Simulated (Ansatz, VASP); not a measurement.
## Cross-check of EuPPt3 between VASP and Ansatz

Aim: how closely do two programs agree when they are given the same cell, functional and k mesh? The cell comes out of the VASP series on this material, whose earlier steps may have relaxed, scaled or displaced it; both programs get it as it stands.

Method: plane waves, with VASP 6.6.1 beside it; single point at PBEsol, DFT+U and band structure at PBEsol, DFT+U, in Ansatz 0.2.0.

### Step 1. Set-up

It takes space group P4/nmm (No. 129, tetragonal). The conventional cell has a = 5.706 Å, b = 5.706 Å, c = 5.297 Å, α = 90.00°, β = 90.00°, γ = 90.00°. Pt has 2 P at 2.34 Å nearest. Pt has 1 P at 2.20 Å and 4 Pt at 2.78 Å and 4 Eu at 2.95 Å nearest. Nearest to Eu lie 4 Pt at 2.95 Å and 4 P at 3.21 Å. Nearest to P lie 6 Pt at 2.20 to 3.09 Å and 4 Eu at 3.21 Å. Farther neighbours are not listed.

### Step 2. Ansatz: single point, PBEsol, DFT+U

Ansatz runs on its default PAW (the set named soft_2) files.

A single point gives forces, pressure and levels at one fixed geometry, so differences don't come from the geometry; what else differs is listed under the comparison.

Contents of input.yaml:

```yaml
crystal:
  lattice:
    - [5.7060990265, 0.0, 0.0]
    - [0.0, 5.7060990265, 0.0]
    - [0.0, 0.0, 5.2972832776]
  atoms:
    - { symbol: Pt, position: [0.75, 0.25, 0.5] }
    - { symbol: Pt, position: [0.75, 0.75, 0.5] }
    - { symbol: Pt, position: [0.25, 0.75, 0.5] }
    - { symbol: Pt, position: [0.25, 0.25, 0.5] }
    - { symbol: Pt, position: [0.5, 0.0, 0.8605007662] }
    - { symbol: Pt, position: [0.0, 0.5, 0.1394992338] }
    - { symbol: Eu, position: [0.5, 0.5, 0.0], spin: 7.0 }
    - { symbol: Eu, position: [0.0, 0.0, 0.0], spin: -7.0 }
    - { symbol: P, position: [0.5, 0.0, 0.2767311861] }
    - { symbol: P, position: [0.0, 0.5, 0.7232688139] }
hamiltonian:
  xc: pbesol
  pseudopotentials: { kind: paw }
  hubbard:
    sites:
      - { species: Pt, l: d, u_eff: 4.5 }
      - { species: Eu, l: f, u_eff: 8.0 }
magnetization:
  spin_polarized: true
kpoints:
  mp_grid: { grid: [4, 4, 4] }
scf:
  occupations: { method: fermi_dirac, width: 0.05 }
  n_extra_bands: 15
output:
  forces: true
  stress: true
  eigenvalues: true
```

Launch:

```
$ ansatz run input.yaml --threads 4 --pin off --max-ram 9216MiB --backend cpu --events-out ev --progress --plain --runs-dir out
```

Numbers of over 12 decimals in the logs are rounded to 6 here.

Output:

```text
Pt: projections on atomic orbitals take those of the free atom [Kr 4d10 4f14] 5s2 5p6 5d9 6s1, of charge +0.00 (hamiltonian.pseudopotentials.projection_atoms); the dataset's partial waves leave at most 9.1e-5 of an orbital's norm unspanned inside its sphere
Eu: projections on atomic orbitals take those of the free atom [Kr 4d10] 4f7 5s2 5p6 5d0 6s2, of charge +0.00 (hamiltonian.pseudopotentials.projection_atoms); the dataset's partial waves leave at most 1.0e-3 of an orbital's norm unspanned inside its sphere
P: projections on atomic orbitals take those of the free atom [Ne] 3s2 3p3, of charge +0.00 (hamiltonian.pseudopotentials.projection_atoms); the dataset's partial waves leave at most 1.0e-7 of an orbital's norm unspanned inside its sphere
scf.n_extra_bands = 15 over 76 filled bands (N_el = 152.0): the run solves 91 bands
Engine: ansatz 0.2.0, aarch64-unknown-linux-gnu
Pseudopotentials: kind: paw
Pseudopotential: Pt, paw, valence charge 18, recommended cutoff 420 eV (normal), Pt.paw.azcp
Pseudopotential: Eu, paw, valence charge 17, recommended cutoff 420 eV (normal), Eu.paw.azcp
Pseudopotential: P, paw, valence charge 5, recommended cutoff 420 eV (normal), P.paw.azcp
Functional definition: PBEsol
  exchange = pbesol_x
  correlation = pbesol_c
Crystal: 10 atoms, lattice volume = 172.477 Å³
Basis set: ecut = 420 eV, 3365 PW (Γ), exchange–correlation on 80×80×72 points (8 copies of the dense FFT grid, shifted against one another)
Bands: 91, of which v1, the nominal top of the filled ones, is band 76 counted from 1 (75 counted from 0)
Symmetry: 8 space group operations
Space group: P-4m2 (ITA 115), of the structure as read, at distance tolerance 5.6e-5 Å
Magnetic group: BNS 129.418 (UNI 1078), of the structure as read, at distance tolerance 5.6e-5 Å
k-points: 18 of 64 (time reversal used)
Non-local potential: Pt, projectors of the file, l = 0: 3, l = 1: 2, l = 2: 2, l = 3: 1
Non-local potential: Eu, projectors of the file, l = 0: 3, l = 1: 2, l = 2: 2, l = 3: 3
Non-local potential: P, projectors of the file, l = 0: 2, l = 1: 2, l = 2: 2
PAW form: soft (Blöchl's): semilocal exchange-correlation on the pseudo side does not see the compensation charge
PAW frozen core: Pt, regenerated for the run's functional, and the local potential with it (the file was generated under x = pbe(κ = 0.804, μ = 0.219515), c = pbe(β = 0.066725))
PAW frozen core: Eu, regenerated for the run's functional, and the local potential with it (the file was generated under x = pbe(κ = 0.804, μ = 0.219515), c = pbe(β = 0.066725))
PAW frozen core: P, regenerated for the run's functional, and the local potential with it (the file was generated under x = pbe(κ = 0.804, μ = 0.219515), c = pbe(β = 0.066725))
PAW one-centre angular grid: Pt, 590 points (default); XC on 64 Gauss nodes
PAW one-centre angular grid: Eu, 590 points (default); XC on 64 Gauss nodes
PAW one-centre angular grid: P, 110 points (default); XC on 64 Gauss nodes
Initial density: superposition of atomic densities (chi_scale 0.1, normalization cell)
Starting moments: Σ|m| = 14 μB on 2 of 10 sites
Starting magnetic order: antiferromagnet; an inversion exchanges its spin sublattices: spin-degenerate at every k-point
Initial wavefunctions: pseudopotential atomic-orbital guess
Functional: x = pbesol(κ = 0.804, μ = 0.123457), c = pbesol(β = 0.046)
SCF iter   1: F=—  HF=-93105.247028 eV  |F-HF|=—  |Δ(HF+E_count)|=         —  Δρ=4.54e-2 (↑4.54e-2 ↓4.54e-2)  dr2=1.13e1  dr2_m=1.20e0  M=0.000 μB ∫|m|=13.886 μB  β_m=0.30  ethr=3.10e-3  ⟨swp⟩=6.3  Hψ=12042  notcnv=0  defer=35
Mixer restart at iter 1: flushing history
preconditioner: auto → Resta (q_TF=auto, 2.671 Å⁻¹)  ε∞=10.0  [insulator: Δε(μ)=0.176 eV  Ē_g=9.438 eV  σ=0.050 eV  W_gap=0.67  n_scr=56 (ndim 8)  ℏωp=28.3 eV  f_vac=0.000  D(μ)=2.77/eV (n_scr^D=18)  ε∞_Penn≈10.0]
spin=Collinear: Resta preconditioning applied to the charge; magnetization (m = ρ↑ − ρ↓) channel mixes plain (no charge-response kernel on spin).
SCF iter   2: F=—  HF=-93105.789754 eV  |F-HF|=—  |Δ(HF+E_count)|=   5.43e-1  Δρ=2.75e-2 (↑2.75e-2 ↓2.75e-2)  dr2=3.15e0  dr2_m=5.19e-1  M=-0.000 μB ∫|m|=13.857 μB  β_m=0.47  ethr=3.10e-3  ⟨swp⟩=3.0  Hψ=5394  notcnv=0  defer=192
SCF iter   3: F=—  HF=-93107.580227 eV  |F-HF|=—  |Δ(HF+E_count)|=    1.79e0  Δρ=1.32e-2 (↑1.32e-2 ↓1.32e-2)  dr2=5.22e-1  dr2_m=1.41e-1  M=-0.000 μB ∫|m|=14.003 μB  β_m=0.73  ethr=2.07e-3  ⟨swp⟩=3.0  Hψ=5943  notcnv=0  defer=228
SCF iter   4: F=—  HF=-93108.662051 eV  |F-HF|=—  |Δ(HF+E_count)|=    1.08e0  Δρ=3.34e-3 (↑3.34e-3 ↓3.34e-3)  dr2=9.26e-2  dr2_m=4.04e-3  M=-0.000 μB ∫|m|=14.113 μB  β_m=0.83  ethr=3.43e-4  ⟨swp⟩=3.9  Hψ=6157  notcnv=0  defer=244
SCF iter   5: F=—  HF=-93108.741966 eV  |F-HF|=—  |Δ(HF+E_count)|=   7.99e-2  Δρ=1.14e-3 (↑1.14e-3 ↓1.14e-3)  dr2=1.38e-2  dr2_m=9.19e-5  M=-0.000 μB ∫|m|=14.147 μB  β_m=0.83  ethr=6.09e-5  ⟨swp⟩=2.9  Hψ=6020  notcnv=0  defer=258
SCF iter   6: F=—  HF=-93108.742291 eV  |F-HF|=—  |Δ(HF+E_count)|=   3.24e-4  Δρ=5.57e-4 (↑5.57e-4 ↓5.55e-4)  dr2=3.48e-3  dr2_m=6.06e-5  M=0.000 μB ∫|m|=14.136 μB  β_m=0.91  ethr=9.11e-6  ⟨swp⟩=2.0  Hψ=5286  notcnv=0  defer=258
SCF iter   7: F=—  HF=-93108.742078 eV  |F-HF|=—  |Δ(HF+E_count)|=   2.13e-4  Δρ=2.49e-4 (↑2.44e-4 ↓2.49e-4)  dr2=4.59e-4  dr2_m=1.94e-5  M=-0.000 μB ∫|m|=14.135 μB  β_m=0.85  ethr=2.29e-6  ⟨swp⟩=2.0  Hψ=5636  notcnv=0  defer=258
SCF iter   8: F=—  HF=-93108.742028 eV  |F-HF|=—  |Δ(HF+E_count)|=   4.95e-5  Δρ=4.29e-5 (↑4.25e-5 ↓4.29e-5)  dr2=1.22e-5  dr2_m=1.10e-7  M=0.000 μB ∫|m|=14.135 μB  β_m=0.89  ethr=3.02e-7  ⟨swp⟩=2.0  Hψ=5831  notcnv=0  defer=258
SCF iter   9: F=—  HF=-93108.742032 eV  |F-HF|=—  |Δ(HF+E_count)|=   3.80e-6  Δρ=1.63e-5 (↑1.26e-5 ↓1.63e-5)  dr2=1.14e-6  dr2_m=3.41e-8  M=-0.000 μB ∫|m|=14.135 μB  β_m=0.95  ethr=8.00e-9  ⟨swp⟩=2.2  Hψ=5741  notcnv=0  defer=258
SCF iter  10: F=—  HF=-93108.742032 eV  |F-HF|=—  |Δ(HF+E_count)|=   2.98e-7  Δρ=1.25e-5 (↑5.17e-6 ↓1.25e-5)  dr2=3.25e-7  dr2_m=6.18e-8  M=0.000 μB ∫|m|=14.135 μB  β_m=0.75  ethr=7.47e-10  ⟨swp⟩=2.3  Hψ=5848  notcnv=0  defer=258
SCF iter  11: F=-93108.742032 eV  HF=-93108.742032 eV  |F-HF|=1.51e-8  |Δ(HF+E_count)|=   8.34e-8  Δρ=3.37e-6 (↑3.37e-6 ↓2.21e-6)  dr2=4.23e-8  dr2_m=3.99e-9  M=-0.000 μB ∫|m|=14.135 μB  ethr=6.58e-11  ⟨swp⟩=15.6  Hψ=21321  notcnv=0
SCF 1 converged in 11 iterations: F = -93108.742032 eV  dr2 = 4.23e-8
  greatest PAW one-centre occupation: 1.001 electrons in one spin orbital (limit 2), on the Eu atom at site 7 (counted from 0), in its partial waves of l = 0
SCF converged after 11 iterations
Magnetization: -0.0000 μB (76.0000 up, 76.0000 down)
Absolute magnetization: 14.1346 μB (∫|ρ↑−ρ↓|, with the PAW one-centre terms)
Spin contamination: 7.0168 ħ² per cell (⟨S²⟩ above its minimum at these occupations)
Per-site moments (μB) at R_I (Å): [(2.0500733307830856e-7, 0.964648), (2.0500733313386773e-7, 0.964648), (2.0500733312512566e-7, 0.964648), (2.0500733306956588e-7, 0.964648), (3.334219228447477e-7, 0.909517), (3.334219232933082e-7, 0.909517), (6.845736, 1.215718), (-6.845745, 1.215718), (4.169561526008523e-8, 0.909517), (4.169561525959967e-8, 0.909517)]
Free energy (F): -93108.742032 eV
Harris-Foulkes:  -93108.742032 eV  (|F-HF|=1.51e-8)
Internal energy: -93108.728128 eV  (E = F + TS)
E sigma→0 (E₀):  -93108.735080 eV
Entropy (-TS):   -0.013904 eV (-1.390 meV/atom)
Fermi energy:    18.009918 eV
--- Per-component energies (eV) ---
  E_band       = -1030.282385
  E_kinetic    = 4724.566948
  E_local      = -14579.700741  (includes V_loc(G=0)·N_el)
  E_nonlocal   = 2257.482504
  E_hartree    = 5659.280341
  E_xc         = -2050.331402
  E_vxc        = -2359.592745  (∫ρ·V_xc dr)
  E_hubbard    = 10.533489  (on-site DFT+U / exact-exchange correction)
  E_vhub       = -158.497449  (the Hubbard potential's part of the band-sum identity)
  E_paw        = -69596.901945  (= ΣΔE_a)
  E_vpaw       = -2233.102925  (= ΣTr[D̂ρ^β])
  E_aug_tail   = 0.001182  (compensation charges beyond the density's cutoff)
  E_ewald      = -19536.646246
  E_core_change = 2.987741  (= ΣΔE_core)
  E_smearing   = -0.013904  (= −TS)
  E_closure    = 0.000000  (closes the sum)
  Σ components = -93108.742032   (vs F -93108.742032, Δ=0.00e0)
--- Forces (eV/Å), atoms counted from 1 ---
  atom   1  Pt     0.00000028    -0.00000028     0.00000000
  atom   2  Pt     0.00000028     0.00000028     0.00000000
  atom   3  Pt    -0.00000028     0.00000028     0.00000000
  atom   4  Pt    -0.00000028    -0.00000028    -0.00000000
  atom   5  Pt     0.00000000     0.00000000    -0.18043738
  atom   6  Pt     0.00000000     0.00000000     0.18043738
  atom   7  Eu    -0.00000000     0.00000000     0.00000000
  atom   8  Eu     0.00000000     0.00000000     0.00000000
  atom   9  P     -0.00000000     0.00000000    -0.12190401
  atom  10  P      0.00000000     0.00000000     0.12190401
  max |Σ_I F_I| component: 5.55e-17 eV/Å
--- Stress (GPa, compression-positive) ---
        9.228432       0.000000       0.000000
        0.000000       9.228432       0.000000
        0.000000       0.000000      10.408374
  P = ⅓ Tr σ = 9.6217 GPa (96.217 kbar)
--- Band table (eV; the first three rows and the last of 36) ---
  k-point 0 ↑: bands = [... 72 lower, 16.2751, 16.4303, 16.5538, 17.1766, 17.6879, 18.6105, 18.6105, 20.3962, ... 11 higher]
  k-point 1 ↑: bands = [... 72 lower, 16.7254, 16.7254, 17.1764, 18.1486, 18.2135, 18.7354, 18.7354, 20.1962, ... 11 higher]
  k-point 2 ↑: bands = [... 72 lower, 16.4112, 16.5319, 17.1763, 18.8232, 19.0274, 19.0274, 19.4988, 19.9462, ... 11 higher]
  k-point 17 ↓: bands = [... 72 lower, 16.4803, 16.4899, 16.6182, 16.6351, 16.7035, 20.3103, 20.3933, 20.8612, ... 11 higher]
Occupation matrices written to <dir>
```

Run time: 27 s. Hardware: 4 threads of Arm Neoverse V1, shared host; peak memory 0.97 GiB; 1.7 min of CPU time.

The run ends at a pressure of 9.62 GPa, with forces up to 0.18 eV/Å.

(Part 1 of 3 ends here.)

[Lines on the potential files, build, host, timing and source positions are cut from VASP's logs without a mark.]

[Logs are printed without paths, hosts, clocks, repeated set-up lines and the standing remarks that a program may print on its own settings, such as how far it seeks lower states.]

[Hosts, paths, dates, database ids (printed as entryN), source tags and the programs' standing remarks are cut or masked in the printed files.]
